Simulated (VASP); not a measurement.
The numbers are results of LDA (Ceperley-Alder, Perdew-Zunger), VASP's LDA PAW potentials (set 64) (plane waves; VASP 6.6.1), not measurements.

A VASP calculation is set up with these files.

INCAR:
```
# general
SYSTEM  = InSe
PREC    = Accurate
ENCUT   = 300
LREAL   = .False.
LASPH   = .True.

# electronic loop
EDIFF   = 1E-6
NELM    = 100
ALGO    = Normal
LMAXMIX = 4

# smearing
ISMEAR  = 0
SIGMA   = 0.01

# ions
ISIF    = 2

# output
LWAVE   = .False.
LCHARG  = .False.
```

POSCAR:
```
InSe
11.652790
  0.5000000000  -0.1763225803   0.0000000000
  0.5000000000   0.1763225803   0.0000000000
 -0.1478814945   0.0000000000   0.4094600521
In Se
2 2
Cart
 -0.0291547253  -0.0000000000   0.3902809432
  0.8812732308  -0.0000000000   0.0191791088
  0.2901153101   0.0000000000   0.1355476556
  0.5620031955  -0.0000000000   0.2739123964
```

### KPOINTS
```
K-points
0
G
  5 5 4
0 0 0
```

POTCAR, in this order: In_d Se (LDA.64 set). Program: vasp_std.

Output of the run:

OUTCAR:
```
 ion  position               nearest neighbor table
   1  0.112  0.112  0.953-   4 2.68   4 2.68   3 2.69   2 2.80   2 3.71   2 3.71
   2  0.888  0.888  0.047-   3 2.68   3 2.68   4 2.69   1 2.80   1 3.71   1 3.71
   3  0.339  0.339  0.331-   2 2.68   2 2.68   1 2.69
   4  0.661  0.661  0.669-   1 2.68   1 2.68   2 2.69
  LATTYP: Found a base centered monoclinic cell.
 ALAT       =    11.6527900000
 B/A-ratio  =     0.3526451605
 C/A-ratio  =     0.4353463801
 COS(beta)  =    -0.3396869740
 Subroutine PRICEL returns:
 Original cell was already a primitive cell.
 Subroutine GETGRP returns: Found  4 space group operations
The static configuration has the point symmetry C_2h.
The dynamic configuration has the point symmetry C_2h.
 Subroutine INISYM returns: Found  4 space group operations
 Subroutine IBZKPT returns following result:
 Found     33 irreducible k-points:

 Following reciprocal coordinates:
            Coordinates               Weight
  0.000000  0.000000  0.000000      1.000000
  0.200000 -0.000000  0.000000      4.000000
  0.400000 -0.000000  0.000000      4.000000
  0.200000  0.200000  0.000000      2.000000
  0.400000  0.200000  0.000000      4.000000
 -0.400000  0.200000  0.000000      4.000000
 -0.200000  0.200000  0.000000      2.000000
  0.400000  0.400000  0.000000      2.000000
 -0.400000  0.400000  0.000000      2.000000
  0.000000  0.000000  0.250000      2.000000
  0.200000 -0.000000  0.250000      4.000000
  0.400000 -0.000000  0.250000      4.000000
 -0.400000  0.000000  0.250000      4.000000
 -0.200000  0.000000  0.250000      4.000000
  0.200000  0.200000  0.250000      2.000000
  0.400000  0.200000  0.250000      4.000000
 -0.400000  0.200000  0.250000      4.000000
 -0.200000  0.200000  0.250000      4.000000
  0.400000  0.400000  0.250000      2.000000
...
```

### OSZICAR
```
       N       E                     dE             d eps       ncg     rms          rms(c)
DAV:   1     0.270422807133E+03    0.27042E+03   -0.13381E+04  1518   0.126E+03
DAV:   2     0.112626453793E+02   -0.25916E+03   -0.25507E+03  1602   0.345E+02
DAV:   3    -0.161545904142E+02   -0.27417E+02   -0.26958E+02  1938   0.129E+02
DAV:   4    -0.170209501063E+02   -0.86636E+00   -0.86565E+00  1735   0.263E+01
DAV:   5    -0.170561154569E+02   -0.35165E-01   -0.35163E-01  2324   0.445E+00    0.654E+00
DAV:   6    -0.165755104675E+02    0.48060E+00   -0.10949E+00  2145   0.165E+01    0.394E+00
DAV:   7    -0.165337458059E+02    0.41765E-01   -0.36067E-01  2322   0.453E+00    0.113E+00
DAV:   8    -0.165269597361E+02    0.67861E-02   -0.39675E-02  2302   0.230E+00    0.560E-01
DAV:   9    -0.165260064200E+02    0.95332E-03   -0.49004E-03  2304   0.741E-01    0.191E-01
DAV:  10    -0.165259915800E+02    0.14840E-04   -0.37305E-04  1875   0.187E-01    0.942E-02
DAV:  11    -0.165259945501E+02   -0.29701E-05   -0.14317E-04  2324   0.137E-01    0.230E-02
DAV:  12    -0.165259904196E+02    0.41305E-05   -0.22265E-05  2173   0.473E-02    0.150E-02
DAV:  13    -0.165259905396E+02   -0.12006E-06   -0.33339E-06  1563   0.116E-02
   1 F= -.16525991E+02 E0= -.16525991E+02  d E =-.370867E-41
```

OUTCAR:
```
------------------------ aborting loop because EDIFF is reached ----------------------------------------
  FORCE on cell =-STRESS in cart. coord.  units (eV):
  Direction    XX          YY          ZZ          XY          YZ          ZX
  --------------------------------------------------------------------------------------
  Total       -2.4761347     -1.9222555     -1.7936549      0.0000000      0.0000000      0.0325123
  in kB      -34.7276685    -26.9595389    -25.1559218      0.0000000      0.0000000      0.4559834
  external PRESSURE =     -28.9477097 kB  Pullay stress =       0.0000000 kB
  volume of cell :      114.24
      direct lattice vectors                 reciprocal lattice vectors
     5.826395000 -2.054650000  0.000000000     0.085816358 -0.243350449  0.030993625
     5.826395000  2.054650000  0.000000000     0.085816358  0.243350449  0.030993625
    -1.723232000  0.000000000  4.771352000     0.000000000  0.000000000  0.209584202
 POSITION                                       TOTAL-FORCE (eV/Angst)
 -----------------------------------------------------------------------------------
     -0.33973      0.00000      4.54786         0.059411      0.000000     -0.006787
     10.26929      0.00000      0.22349        -0.059411      0.000000      0.006787
      3.38065      0.00000      1.57951        -0.003894      0.000000     -0.071139
      6.54891      0.00000      3.19184         0.003894      0.000000      0.071139
 -----------------------------------------------------------------------------------
    total drift:                                0.000000      0.000000     -0.000000
  FREE ENERGIE OF THE ION-ELECTRON SYSTEM (eV)
  ---------------------------------------------------
  free  energy   TOTEN  =       -16.5259905396 eV

  energy  without entropy=      -16.5259905396  energy(sigma->0) =      -16.52599054
```
(Selected blocks of OUTCAR.)

At this cut-off the stress carries a Pulay error, which pulls relaxed volumes low.

The structure comes from a computed database's InSe entry; how it stands against other phases isn't given here. The cell was not relaxed at this level. The run is one of a series of settings (GGA removed, POTCAR In_d Se (LDA.64 set) against the base run), some of them coarse on purpose.
